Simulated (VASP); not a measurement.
These are PBE GGA, VASP's PBE PAW potentials (set 64) (plane waves; VASP 6.6.1) values and carry that method's errors.

VASP input:

File KPOINTS:
```
Automatic mesh
0
Gamma
6 6 3
0 0 0
```

POSCAR:
```
SnO
1
    3.8043743217     0.0000000000     0.0000000000
   -1.9021871608     3.2946848884     0.0000000000
    0.0000000000     0.0000000000     6.3446121589
Sn O
2 2
Direct
  0.3333330000   0.6666670000   0.0025362961
  0.6666670000   0.3333330000   0.5025362961
  0.3333330000   0.6666670000   0.3724637039
  0.6666670000   0.3333330000   0.8724637039
```

INCAR:
```
SYSTEM = SnO
PREC = Accurate
ENCUT = 520
EDIFF = 1E-6
NELM = 100
ALGO = Normal
LREAL = .FALSE.
LASPH = .TRUE.
ISMEAR = 0
SIGMA = 0.05
GGA = PE
LMAXMIX = 4
LWAVE = .FALSE.
LCHARG = .FALSE.
IBRION = 2
ISIF = 3
NSW = 60
EDIFFG = -0.02
```

POTCAR, in this order: Sn_d O (PBE.64 set). Program: vasp_std.

The run wrote:

File OSZICAR:
```
       N       E                     dE             d eps       ncg     rms          rms(c)
DAV:   1     0.416053531816E+03    0.41605E+03   -0.21247E+04   680   0.245E+03
DAV:   2     0.384274834216E+02   -0.37763E+03   -0.37156E+03   744   0.577E+02
DAV:   3    -0.228232637572E+02   -0.61251E+02   -0.60548E+02   808   0.201E+02
DAV:   4    -0.252040856606E+02   -0.23808E+01   -0.23792E+01   728   0.455E+01
DAV:   5    -0.252809975315E+02   -0.76912E-01   -0.76902E-01   928   0.821E+00    0.122E+01
DAV:   6    -0.214138378684E+02    0.38672E+01   -0.33317E+01  1104   0.595E+01    0.668E+00
DAV:   7    -0.210629757809E+02    0.35086E+00   -0.49773E+00   864   0.127E+01    0.233E+00
DAV:   8    -0.210325945450E+02    0.30381E-01   -0.34815E-01   792   0.402E+00    0.811E-01
DAV:   9    -0.210188419204E+02    0.13753E-01   -0.67634E-02  1144   0.196E+00    0.236E-01
DAV:  10    -0.210206030156E+02   -0.17611E-02   -0.27238E-02   896   0.106E+00    0.264E-01
DAV:  11    -0.210192024323E+02    0.14006E-02   -0.92111E-03   984   0.630E-01    0.128E-02
DAV:  12    -0.210192675996E+02   -0.65167E-04   -0.52544E-04   728   0.172E-01    0.236E-02
DAV:  13    -0.210192678483E+02   -0.24862E-06   -0.51202E-05   984   0.597E-02    0.912E-03
DAV:  14    -0.210192666949E+02    0.11534E-05   -0.25980E-05   784   0.416E-02    0.109E-02
DAV:  15    -0.210192651832E+02    0.15117E-05   -0.48212E-06   664   0.145E-02    0.427E-03
DAV:  16    -0.210192650612E+02    0.12208E-06   -0.68716E-07   456   0.576E-03
   1 F= -.21019265E+02 E0= -.21019265E+02  d E =-.210193E+02
       N       E                     dE             d eps       ncg     rms          rms(c)
DAV:   1    -0.221197818795E+02   -0.11005E+01   -0.24456E+01   792   0.756E+01    0.667E+00
DAV:   2    -0.212664789063E+02    0.85330E+00   -0.47356E+00   680   0.185E+01    0.256E+00
DAV:   3    -0.210973691676E+02    0.16911E+00   -0.77606E-01   872   0.945E+00    0.132E+00
DAV:   4    -0.210481120015E+02    0.49257E-01   -0.18734E-01   864   0.603E+00    0.217E-01
DAV:   5    -0.210465247774E+02    0.15872E-02   -0.13886E-02   904   0.116E+00    0.934E-02
DAV:   6    -0.210453106312E+02    0.12141E-02   -0.15737E-03   736   0.437E-01    0.362E-02
DAV:   7    -0.210452520366E+02    0.58595E-04   -0.12850E-04   960   0.142E-01    0.257E-02
DAV:   8    -0.210452493800E+02    0.26566E-05   -0.40242E-05   808   0.487E-02    0.354E-03
DAV:   9    -0.210452499656E+02   -0.58564E-06   -0.23615E-06   656   0.114E-02
   2 F= -.21045250E+02 E0= -.21045250E+02  d E =-.259849E-01
       N       E                     dE             d eps       ncg     rms          rms(c)
DAV:   1    -0.210993757347E+02   -0.54126E-01   -0.11192E+00   816   0.149E+01    0.149E+00
DAV:   2    -0.210582752633E+02    0.41100E-01   -0.25361E-01   696   0.403E+00    0.581E-01
DAV:   3    -0.210496496447E+02    0.86256E-02   -0.38587E-02   872   0.232E+00    0.285E-01
DAV:   4    -0.210474625585E+02    0.21871E-02   -0.87495E-03   840   0.136E+00    0.615E-02
DAV:   5    -0.210473838816E+02    0.78677E-04   -0.86172E-04   904   0.286E-01    0.222E-02
DAV:   6    -0.210473488457E+02    0.35036E-04   -0.79707E-05   720   0.936E-02    0.818E-03
DAV:   7    -0.210473511393E+02   -0.22936E-05   -0.56523E-06   816   0.274E-02    0.647E-03
DAV:   8    -0.210473499404E+02    0.11989E-05   -0.24961E-06   528   0.141E-02    0.109E-03
DAV:   9    -0.210473499220E+02    0.18406E-07   -0.47227E-07   344   0.597E-03
   3 F= -.21047350E+02 E0= -.21047350E+02  d E =-.280849E-01
```

**OUTCAR**
```
------------------------ aborting loop because EDIFF is reached ----------------------------------------
  FORCE on cell =-STRESS in cart. coord.  units (eV):
  Direction    XX          YY          ZZ          XY          YZ          ZX
  --------------------------------------------------------------------------------------
  Total       -0.0196646     -0.0196646      0.0386962     -0.0000000      0.0000000      0.0000000
  in kB       -0.3807118     -0.3807118      0.7491682     -0.0000000      0.0000000      0.0000000
  external PRESSURE =      -0.0040851 kB  Pullay stress =       0.0000000 kB
  volume of cell :       82.76
      direct lattice vectors                 reciprocal lattice vectors
     3.852859578  0.000000000  0.000000000     0.259547481  0.149849805  0.000000000
    -1.926429789  3.336674355 -0.000000000    -0.000000000  0.299699609  0.000000000
     0.000000000  0.000000000  6.437280246    -0.000000000  0.000000000  0.155345109
 POSITION                                       TOTAL-FORCE (eV/Angst)
 -----------------------------------------------------------------------------------
     -0.00000      2.22445      0.01717        -0.000000     -0.000000     -0.002251
      1.92643      1.11222      3.23581         0.000000      0.000000     -0.002251
     -0.00000      2.22445      2.39681         0.000000     -0.000000      0.002251
      1.92643      1.11222      5.61545        -0.000000      0.000000      0.002251
 -----------------------------------------------------------------------------------
    total drift:                               -0.002680      0.001548     -0.001527
  FREE ENERGIE OF THE ION-ELECTRON SYSTEM (eV)
  ---------------------------------------------------
  free  energy   TOTEN  =       -21.0473499220 eV

  energy  without entropy=      -21.0473499220  energy(sigma->0) =      -21.04734992

 reached required accuracy - stopping structural energy minimisation
```
(Selected blocks of OUTCAR.)

**CONTCAR**
```
SnO
   1.00000000000000
     3.8528595782694572    0.0000000000007358    0.0000000000000000
    -1.9264297890834541    3.3366743553680642   -0.0000000000000000
     0.0000000000000000    0.0000000000000000    6.4372802458588669
  Sn              O
     2     2
Direct
     0.3333330000000032    0.6666669999999968    0.0026674559917841
     0.6666669999999968    0.3333330000000032    0.5026674559917842
     0.3333330000000032    0.6666669999999968    0.3723325440082159
     0.6666669999999968    0.3333330000000032    0.8723325440082158
```

Energy and stress use the plane-wave basis of the starting cell.

The structure was generated: SnO was put into the wurtzite type (P6_3mc), which need not be its known phase. This run relaxes it. Symmetry was kept, so distortions that lower it aren't found. The start is the result of an earlier pass.
